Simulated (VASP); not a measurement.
# HfN: structure and properties in VASP

Aim: relax HfN, then compute properties on the relaxed cell. The steps: relaxing cell and atoms (rev-vdW-DF2), second relaxation, single point with fields (rev-vdW-DF2), band structure (rev-vdW-DF2), density of states (rev-vdW-DF2) and zone-centre phonons (rev-vdW-DF2). The start is a cell from a database of measured crystal structures.

Calculated with VASP 6.6.1; rev-vdW-DF2; plane waves and PAW (Hf_pv, N).

## (1) Set-up

Before any relaxation, the start is as follows. It takes space group Fm-3m (No. 225, cubic). The conventional cell has a = 4.550 Å, b = 4.550 Å, c = 4.550 Å, α = 90.00°, β = 90.00°, γ = 90.00°. Nearest to Hf lie 6 N at 2.27 Å. N has 6 Hf at 2.27 Å nearest. Farther neighbours and most contacts between anions are not listed.

## (2) Relaxing cell and atoms (rev-vdW-DF2)

The start need not lie at this functional's minimum. ISIF = 3 frees volume, shape and positions, and EDIFFG sets the threshold on forces and stress at which the search stops. rev-vdW-DF2 revises the exchange of vdW-DF2 for solids. LUSE_VDW switches on a nonlocal correlation term for dispersion.

INCAR

```
SYSTEM = HfN
PREC = Accurate
ENCUT = 520
EDIFF = 1E-06
NELM = 100
ISMEAR = 0
SIGMA = 0.05
LREAL = .FALSE.
ALGO = Normal
GGA = MK
AGGAC = 0
LUSE_VDW = .TRUE.
PARAM1 = 0.1234
PARAM2 = 0.711357
ZAB_VDW = -1.8867
LASPH = .TRUE.
NBANDS = 13
LORBIT = 11
LWAVE = .FALSE.
LCHARG = .FALSE.
KPAR = 2
IBRION = 2
NSW = 60
ISIF = 3
EDIFFG = -0.01
```

POSCAR

```
HfN
1.0
    0.0000000000      2.2750000000      2.2750000000
    2.2750000000      0.0000000000      2.2750000000
    2.2750000000      2.2750000000      0.0000000000
Hf N
1 1
Direct
    0.0000000000      0.0000000000      0.0000000000
    0.5000000000      0.5000000000      0.5000000000
```

KPOINTS

```
Automatic mesh
0
Gamma
8 8 8
0 0 0
```

The projector-augmented-wave data sets are Hf_pv and N (PBE family, release 64).

The run is started by

```sh
$ mpirun -np 2 vasp_std
```

The log of the run:

```text
[banner, memory and clock lines left out]
running    2 mpi-ranks, on    1 nodes
 distrk:  each k-point on    1 cores,    2 groups
 distr:  one band on    1 cores,    1 groups

 POSCAR found type information on POSCAR HfN
 POSCAR found :  2 types and       2 ions
|                                                                             |
|               ----> ADVICE to this user running VASP <----                  |
|                                                                             |
|     You have switched on vdW-DFT.                                           |
|     This routine was written and supplied by Jiri Klimes. We recommend      |
|     that you carefully read and cite the following publications:            |
|       J. Klimes, D.R. Bowler, A. Michelides                                 |
|          J. Phys.: Cond Matt. 22 022201 (2010)                              |
|       J. Klimes, D.R. Bowler, A. Michelides                                 |
|          Phys. Rev. B. 83, 195131 (2011)                                    |
|     and references therein.                                                 |
|                                                                             |

|                                                                             |
|               ----> ADVICE to this user running VASP <----                  |
|                                                                             |
|     You enforced a specific xc type in the INCAR file but a different       |
|     [... a line on the potential file left out ...]
|     I HOPE YOU KNOW WHAT YOU ARE DOING!                                     |
|                                                                             |

 LDA part: xc-table for (Slater+PW92), standard interpolation
 POSCAR, INCAR and KPOINTS ok, starting setup
 FFT: planning ... GRIDC
 FFT: planning ... GRID_SOFT
 FFT: planning ... GRID
 WAVECAR not read
 entering main loop
       N       E                     dE             d eps       ncg     rms          rms(c)
DAV:   1     0.402949270383E+02    0.40295E+02   -0.78772E+03   754   0.108E+03
DAV:   2    -0.198108543176E+02   -0.60106E+02   -0.56632E+02   989   0.239E+02
DAV:   3    -0.218114369081E+02   -0.20006E+01   -0.19850E+01   884   0.372E+01
DAV:   4    -0.218211237628E+02   -0.96869E-02   -0.96822E-02   867   0.292E+00
DAV:   5    -0.218211973379E+02   -0.73575E-04   -0.73574E-04   875   0.221E-01    0.470E+01
DAV:   6    -0.188679308615E+02    0.29533E+01   -0.99354E+00   854   0.239E+01    0.403E+01
DAV:   7    -0.187899410478E+02    0.77990E-01   -0.56813E-01   829   0.659E+00    0.264E+01
DAV:   8    -0.187698976275E+02    0.20043E-01   -0.15325E-01   899   0.340E+00    0.708E+00
DAV:   9    -0.187600146455E+02    0.98830E-02   -0.38642E-02   854   0.148E+00    0.199E+00
DAV:  10    -0.187596311134E+02    0.38353E-03   -0.23548E-03   915   0.438E-01    0.115E-01
DAV:  11    -0.187596158318E+02    0.15282E-04   -0.10401E-04   827   0.105E-01    0.439E-02
DAV:  12    -0.187596158380E+02   -0.62387E-08   -0.97624E-06   990   0.258E-02
   1 F= -.18759616E+02 E0= -.18758894E+02  d E =-.187596E+02
 curvature:   0.00 expect dE= 0.000E+00 dE for cont linesearch  0.000E+00
 trial: gam= 0.00000 g(F)=  0.233E-60 g(S)=  0.534E-01 ort = 0.000E+00 (trialstep = 0.100E+01)
 search vector abs. value=  0.534E-01
 bond charge predicted
       N       E                     dE             d eps       ncg     rms          rms(c)
DAV:   1    -0.189397646140E+02   -0.18015E+00   -0.54165E+00   754   0.208E+01    0.796E+00
DAV:   2    -0.187821644054E+02    0.15760E+00   -0.23972E-01   834   0.428E+00    0.362E+00
DAV:   3    -0.187362617764E+02    0.45903E-01   -0.87494E-02   804   0.266E+00    0.241E+00
DAV:   4    -0.187339488197E+02    0.23130E-02   -0.76378E-03   937   0.753E-01    0.144E+00
DAV:   5    -0.187337969966E+02    0.15182E-03   -0.50387E-04   992   0.178E-01    0.541E-02
DAV:   6    -0.187337972219E+02   -0.22532E-06   -0.24025E-05   789   0.481E-02    0.269E-02
DAV:   7    -0.187337959246E+02    0.12973E-05   -0.80705E-07   553   0.812E-03    0.162E-02
DAV:   8    -0.187337960462E+02   -0.12161E-06   -0.87961E-08   382   0.307E-03
   2 F= -.18733796E+02 E0= -.18733056E+02  d E =0.258198E-01
 trial-energy change:    0.025820  1 .order    0.027414   -0.053419    0.108248
 step:   0.3438(harm=  0.3304)  dis= 0.00000  next Energy=   -18.768863 (dE=-0.925E-02)
 bond charge predicted
       N       E                     dE             d eps       ncg     rms          rms(c)
DAV:   1    -0.188569384563E+02   -0.12314E+00   -0.23073E+00   754   0.135E+01    0.523E+00
DAV:   2    -0.187898652467E+02    0.67073E-01   -0.10764E-01   839   0.284E+00    0.246E+00
DAV:   3    -0.187701814047E+02    0.19684E-01   -0.38023E-02   794   0.172E+00    0.165E+00
DAV:   4    -0.187690849123E+02    0.10965E-02   -0.41861E-03   924   0.542E-01    0.928E-01
DAV:   5    -0.187689947534E+02    0.90159E-04   -0.33903E-04   990   0.153E-01    0.388E-02
DAV:   6    -0.187689914017E+02    0.33517E-05   -0.21219E-05   794   0.439E-02    0.203E-02
DAV:   7    -0.187689914045E+02   -0.27724E-08   -0.71942E-07   530   0.764E-03
   3 F= -.18768991E+02 E0= -.18768262E+02  d E =-.937557E-02
 curvature:  -0.17 expect dE=-0.151E-05 dE for cont linesearch -0.151E-05
 trial: gam=-0.01293 g(F)=  0.181E-60 g(S)=  0.916E-05 ort = 0.700E-03 (trialstep = 0.869E+00)
 search vector abs. value=  0.167E-08
 reached required accuracy - stopping structural energy minimisation
```

It took 34 s on 2 MPI ranks of Intel Xeon 6975P-C (Granite Rapids), shared host; peak memory 0.51 GiB; 65 s of CPU time.

The logs omit lines about the potential files and the build; timing stands in the text.

Parts of OUTCAR (step 2):

```text
ion  position               nearest neighbor table
   1  0.000  0.000  0.000-   2 2.27   2 2.27   2 2.27   2 2.27   2 2.27   2 2.27
   2  0.500  0.500  0.500-   1 2.27   1 2.27   1 2.27   1 2.27   1 2.27   1 2.27

  LATTYP: Found a face centered cubic cell.
 ALAT       =     4.5500000000

 Subroutine GETGRP returns: Found 48 space group operations
 (whereof 48 operations were pure point group operations)

The static configuration has the point symmetry O_h .

 Found     29 irreducible k-points:

   k-points           NKPTS =     29   k-points in BZ     NKDIM =     29   number of bands    NBANDS=     13

   dimension x,y,z NGX =    24 NGY =   24 NGZ =   24
   dimension x,y,z NGXF=    48 NGYF=   48 NGZF=   48

   ENCUT  =  520.0 eV  38.22 Ry    6.18 a.u.   5.98  5.98  5.98*2*pi/ulx,y,z

   NELECT =      15.0000    total number of electrons

 k-points in reciprocal lattice and weights: Automatic mesh
   0.00000000  0.00000000  0.00000000       0.002
   0.12500000  0.00000000  0.00000000       0.016
   0.25000000  0.00000000  0.00000000       0.016
   0.37500000  0.00000000  0.00000000       0.016
   0.50000000  0.00000000  0.00000000       0.008
   0.12500000  0.12500000  0.00000000       0.012
   0.25000000  0.12500000  0.00000000       0.047
   0.37500000  0.12500000  0.00000000       0.047
   0.50000000  0.12500000  0.00000000       0.047
[...]
-0.37500000  0.50000000  0.12500000       0.023
  -0.25000000  0.50000000  0.25000000       0.012

 average (electrostatic) potential at core
       1 -34.7127       2 -61.6673

 E-fermi :   8.2697

 k-point     1 :       0.0000    0.0000    0.0000
  band No.  band energies     occupation
    ...
      6       5.2721      2.00000
      7       5.2721      2.00000
      8       7.9100      2.00000
      9       7.9100      2.00000
     10       7.9100      2.00000
     11      10.1484      0.00000
     12      10.2401      0.00000
     13      10.2401      0.00000

 k-point     2 :       0.1250    0.0000    0.0000
  band No.  band energies     occupation
    ...
      4      -8.7995      2.00000
      5       3.9591      2.00000
      6       4.4896      2.00000
      7       4.4896      2.00000
      8       8.2262      1.78136
      9       8.3991      0.00025
     10       8.3991      0.00025
     11      11.1725      0.00000
     12      11.3374      0.00000
     13      11.3374      0.00000

 k-point     3 :       0.2500    0.0000    0.0000
  band No.  band energies     occupation
    ...
      3     -22.9466      2.00000
      4      -7.9111      2.00000
      5       1.8564      2.00000
      6       3.2696      2.00000
      7       3.2696      2.00000
      8       8.8481      0.00000
      9       9.5896      0.00000
     10       9.5896      0.00000
     11      12.9777      0.00000
     12      13.5895      0.00000
    ...

Total vdW correction in eV:      1.7686227

  Total       -0.0112537     -0.0112537     -0.0112537      0.0000000      0.0000000      0.0000000
  in kB       -0.7822540     -0.7822540     -0.7822540      0.0000000      0.0000000      0.0000000
  external PRESSURE =      -0.7822540 kB  Pullay stress =       0.0000000 kB

  energy-cutoff  :      520.00
  volume of cell :       23.05
      direct lattice vectors                 reciprocal lattice vectors
     0.000000000  2.258791251  2.258791251    -0.221357330  0.221357330  0.221357330
     2.258791251  0.000000000  2.258791251     0.221357330 -0.221357330  0.221357330
     2.258791251  2.258791251  0.000000000     0.221357330  0.221357330 -0.221357330

 POSITION                                       TOTAL-FORCE (eV/Angst)
 -----------------------------------------------------------------------------------
      0.00000      0.00000      0.00000        -0.000000     -0.000000     -0.000000
      2.25879      2.25879      2.25879         0.000000      0.000000      0.000000
 -----------------------------------------------------------------------------------
    total drift:                                0.000000     -0.000000     -0.000000

  FREE ENERGIE OF THE ION-ELECTRON SYSTEM (eV)
  ---------------------------------------------------
  free  energy   TOTEN  =       -18.7689914045 eV

  energy  without entropy=      -18.7675322782  energy(sigma->0) =      -18.76826184

Total vdW correction in eV:      1.7686155

 reached required accuracy - stopping structural energy minimisation

 total charge
# of ion       s       p       d       tot
------------------------------------------
    1        0.290   6.575   1.765   8.630
    2        1.229   2.520   0.000   3.750
--------------------------------------------------
tot          1.519   9.095   1.765  12.380

[... 3 further parts left out ...]
```

CONTCAR:

```
HfN
   1.00000000000000
     0.0000000000000000    2.2587912512937658    2.2587912512937658
     2.2587912512937658    0.0000000000000000    2.2587912512937658
     2.2587912512937658    2.2587912512937658    0.0000000000000000
  Hf              N
     1     1
Direct
     0.0000000000000000    0.0000000000000000    0.0000000000000000
     0.5000000000000000    0.5000000000000000    0.5000000000000000
```

This run has no spin polarisation. Its electron count is odd, so without a moment it is a metal by construction. The k-mesh is coarse for a metal. Harder data sets than Hf_pv exist (the GW ones), and pressures, volumes and forces can shift noticeably with them. The PAW data sets were made with PBE, which is usual practice but a small mismatch for other functionals. The run keeps the 48 symmetry operations of its start, so it cannot find a distortion of lower symmetry.

The steps of the relaxation:

```csv
step,energy less that of the first step (eV),largest force (eV/Å),pressure (GPa),volume (Å³)
1,0.0000,0.0000,-5.85,23.55
2,0.0258,0.0000,12.61,22.12
3,-0.0094,0.0000,-0.08,23.05
```

```csv
"conventional cell, symmetrised",before,after,change
a (Å),4.550,4.518,-0.7 %
b (Å),4.550,4.518,-0.7 %
c (Å),4.550,4.518,-0.7 %
volume (Å³/atom),11.77,11.52,-2.1 %
```

Final coordinates:

```
Hf N
1.0
     0.00000    2.25879    2.25879
     2.25879    0.00000    2.25879
     2.25879    2.25879    0.00000
Hf N
1 1
Cartesian
  0.0000 0.0000 0.0000
  2.2588 2.2588 2.2588
```

Numbers from this step:

```
electrons                       : 15
bands                           : 13
irreducible k-points            : 29
symmetry operations             : 48
free energy (TOTEN)             : -18.77 eV
energy at zero smearing         : -18.77 eV
Fermi energy                    : 8.270 eV
pressure                        : -0.07823 GPa
metallic                        : yes
SCF cycles over all ionic steps : 27
```

It ends with forces that vanish by symmetry and a pressure of -0.08 GPa. The volume lies -2.1 % from that of the database's start, which holds the thermal and zero-point expansion of its experiment.

(Continued in part 2 of 4.)

[Lines on the potential files, build, host, timing and source positions are cut from VASP's logs without a mark.]

[Logs are printed without paths, hosts, clocks, repeated set-up lines and the standing remarks that a program may print on its own settings, such as how far it seeks lower states.]

[Hosts, paths, dates, database ids (printed as entryN), source tags and the programs' standing remarks are cut or masked in the printed files.]

[A measured line is paired with the nearest computed mode of its activity, which favours agreement.]
